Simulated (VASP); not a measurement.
# How biaxial strain in the (001) plane changes Si, part 2 of 2

How do the elastic response and the band edges of Si follow biaxial strain in the (001) plane?

VASP 6.6.1, plane waves and PAW; the level of theory is named at each step.

So far: Starting point; Relax the crystal, LDA; Strain along the normal, LDA; Band edges, TB-mBJ with spin-orbit coupling; Band edges, r2SCAN with spin-orbit coupling.

**5. Band edges, r2SCAN with spin-orbit coupling (continued)**

Level of this step: r2SCAN, spin-orbit coupling; plane waves and PAW (Si) (VASP).

Parts of OUTCAR (step 5):

```text
  Total        0.6150022      0.6150022      0.3729883      0.0000000      0.0000000      0.0000000
  in kB       25.1423021     25.1423021     15.2483735      0.0000000      0.0000000      0.0000000
  external PRESSURE =      21.8443259 kB  Pullay stress =       0.0000000 kB

 POSITION                                       TOTAL-FORCE (eV/Angst)
 -----------------------------------------------------------------------------------
      0.00000      0.00000      0.00000         0.000000      0.000000     -0.000000
      1.34395      1.34395      1.35612        -0.000000     -0.000000      0.000000
 -----------------------------------------------------------------------------------
    total drift:                                0.000000     -0.000000     -0.000000

  FREE ENERGIE OF THE ION-ELECTRON SYSTEM (eV)
  ---------------------------------------------------
  free  energy   TOTEN  =       -79.7067912925 eV

  energy  without entropy=      -79.7067912925  energy(sigma->0) =      -79.70679129

[... 2 parts as in an earlier step ...]

[... 1 further part left out ...]
[key lines of the parts left out:]
E-fermi :   6.1785
```

Numbers from this step:

```
energy(sigma→0) of the program : -79.7068 eV
stress, compression positive   : xx, yy, zz 2.51, 2.51, 1.52 GPa
```

The run ends at a pressure of 2.18 GPa.

**6. The table**

LASPH is off in runs at LDA and on in runs at TB-mBJ and r2SCAN.

Runs beyond LDA use the data sets made with LDA; this shifts their levels slightly, and their total energies have another zero (at TB-mBJ, which has no energy functional, they mean nothing).

The other members went through these steps as far as the tables show, with the same cutoff and, step by step, the same mesh; 36 runs are not shown. The session took 1.2 core hours (wall time by ranks) on a shared machine.

```csv
in-plane strain (%),strain along the normal (%),"in-plane stress, tension positive (GPa)",energy above the unstrained row (meV/atom),"gap on the mesh, LDA (eV)"
-2.000,1.590,-3.700,8.944,0.214
-1.500,1.199,-2.731,4.995,0.275
-1.000,0.800,-1.795,2.207,0.335
-0.500,0.401,-0.885,0.553,0.395
0,0.000,-0.003,0.000,0.453
0.500,-0.398,0.856,0.517,0.368
1.000,-0.799,1.689,2.074,0.283
1.500,-1.208,2.492,4.645,0.199
2.000,-1.615,3.272,8.195,0.116
```

Slopes at zero strain, from cubics through all rows: strain ratio -0.801, stress over strain 174 GPa. For a cubic crystal strained in (001) the ratio is −2C₁₂/C₁₁.

Band edges at TB-mBJ with spin-orbit coupling, counted from the valence-band top at Γ, spin-orbit pairs averaged, with one row partly withheld:

```csv
in-plane strain (%),gap (eV),conduction band at Γ (eV),Δ or X valley along z (eV),Δ or X valley along x (eV),"lowest conduction level at L, [111] (eV)","lowest conduction level at L, [-111] (eV)",second valence level below the top (eV),third valence level below the top (eV)
-2.000,0.966,3.061,1.291,0.965,2.178,2.178,0.030,0.315
-1.500,1.031,3.092,?,1.030,2.210,2.210,0.029,0.239
-1.000,1.096,3.123,1.258,1.095,2.234,2.234,0.028,0.165
-0.500,1.159,3.152,1.239,1.158,2.248,2.248,0.024,0.095
0,1.221,3.177,1.220,1.220,2.255,2.255,0.000,0.047
0.500,1.143,3.130,1.141,1.222,2.195,2.195,0.059,0.096
1.000,1.057,3.067,1.055,1.216,2.122,2.122,0.125,0.159
1.500,0.970,2.999,0.967,1.210,2.043,2.043,0.191,0.224
2.000,0.883,2.932,0.880,1.204,1.961,1.961,0.255,0.288
```

Conduction masses, in electron masses:

```csv
in-plane strain (%),"Δz mass, longitudinal","Δz mass, transverse, at 0.85 of Γ–X","L [111] mass, longitudinal","L [111] mass, transverse along [1-10]"
-2.000,0.981,0.204,1.849,0.197
-1.500,0.974,0.207,1.887,0.182
-1.000,0.967,0.207,1.855,0.169
-0.500,0.959,0.210,1.891,0.160
0,0.948,0.211,1.883,0.152
0.500,0.943,0.214,1.869,0.145
1.000,0.933,0.215,1.847,0.140
1.500,0.924,0.218,1.843,0.135
2.000,0.916,0.219,1.780,0.132
```

Band edges at r2SCAN with spin-orbit coupling, counted from the valence-band top at Γ, spin-orbit pairs averaged:

```csv
in-plane strain (%),gap (eV),conduction band at Γ (eV),Δ or X valley along z (eV),Δ or X valley along x (eV),"lowest conduction level at L, [111] (eV)","lowest conduction level at L, [-111] (eV)",second valence level below the top (eV),third valence level below the top (eV)
-2.000,0.478,2.613,0.821,0.478,1.849,1.849,0.030,0.305
-1.500,0.543,2.644,0.800,0.542,1.882,1.882,0.029,0.231
-1.000,0.607,2.674,0.778,0.606,1.905,1.905,0.028,0.160
-0.500,0.670,2.704,0.755,0.669,1.918,1.918,0.024,0.093
0,0.732,2.730,0.732,0.732,1.922,1.922,0.000,0.048
0.500,0.652,2.684,0.651,0.736,1.861,1.861,0.057,0.094
1.000,0.565,2.620,0.564,0.734,1.787,1.787,0.120,0.154
1.500,0.477,2.554,0.475,0.732,1.706,1.706,0.183,0.217
2.000,0.390,2.488,0.388,0.730,1.622,1.622,0.244,0.278
```

Conduction masses, in electron masses:

```csv
in-plane strain (%),"Δz mass, longitudinal","Δz mass, transverse, at 0.85 of Γ–X","L [111] mass, longitudinal","L [111] mass, transverse along [1-10]"
-2.000,0.960,0.185,1.794,0.180
-1.500,0.953,0.186,1.856,0.166
-1.000,0.942,0.188,1.840,0.152
-0.500,0.934,0.190,1.847,0.142
0,0.926,0.191,1.859,0.133
0.500,0.920,0.192,1.846,0.127
1.000,0.908,0.193,1.849,0.122
1.500,0.901,0.195,1.795,0.118
2.000,0.891,0.196,1.730,0.114
```

**7. Working out the slope**

The quantity to fit is the splitting of the Δ or X valleys (z less x) at TB-mBJ with spin-orbit coupling: 0.326, 0.163, 0.081, 0.000, -0.081, -0.161, -0.243, -0.324 eV in the rows shown.

Fitting a parabola to the 8 known rows (d: strain along the axis less the strain across it, in %) gives E = 1.56e-4 d² + 0.09011 d + 7.02e-5 in eV; the residuals are 4.7e-5 eV r.m.s.

At d = 2.699 this predicts 0.2445 eV.

**8. Checking the prediction**

The calculation gives 0.2443 eV, so the prediction is 0.0002 eV too high.

The splitting is Ξu times d, with d as a fraction, so the linear term gives Ξu = 9.0 eV.

**9. What came out**

```json
{"ratio of normal to in-plane strain": "-0.801", "biaxial modulus": "174 GPa", "gap of the unstrained cell, TB-mBJ with spin-orbit coupling": "1.22 eV", "gap of the unstrained cell, r2SCAN with spin-orbit coupling": "0.73 eV", "shear deformation potential Ξu of the Δ or X valleys": "9.0 eV", "error of the predicted row": "0.2 meV"}
```

As a check, the curvature of the energy gives 174 GPa for the same modulus (energy per volume = M × strain²), 0 % from the slope of the stress. At TB-mBJ with spin-orbit coupling the lowest conduction valley is Δ or X throughout, and the gap runs between 0.88 and 1.22 eV. At r2SCAN with spin-orbit coupling the lowest conduction valley is Δ or X throughout, and the gap runs between 0.39 and 0.73 eV. Hole masses are left out throughout, since the top bands are degenerate or cross in many series; of conduction masses, those of the Γ, L and (for Si and Ge under (001) strain) Δ valleys are kept where they change by under an eighth between rows. A measured gap of unstrained Si is 1.1 eV (arxiv:1111.5263, band gap, quoted experimental value, temperature not given); the static gaps here belong to the lattice relaxed at LDA. TB-mBJ is a potential fitted for gaps; it has no energy functional, so its total energies and forces mean nothing, and its bands tend to come out too narrow. r2SCAN opens gaps somewhat over GGA but leaves them below measured values as a rule. Δ or X levels are the lowest on their line, refined by a parabola unless they lie at X; the gap is read from all points sampled and can differ from the lowest valley by some meV, or by tens of meV where strain moves the valence top off Γ. Temperature, zero-point motion and excitons are left out.

[Lines on the potential files, build, host, timing and source positions are cut from VASP's logs without a mark.]

[Logs are printed without paths, hosts, clocks, repeated set-up lines and the standing remarks that a program may print on its own settings, such as how far it seeks lower states.]

[Hosts, paths, dates, database ids (printed as entryN), source tags and the programs' standing remarks are cut or masked in the printed files.]

[In band tables of VASP the shares of atoms and orbitals are scaled to a sum of 1 inside the atoms' spheres.]
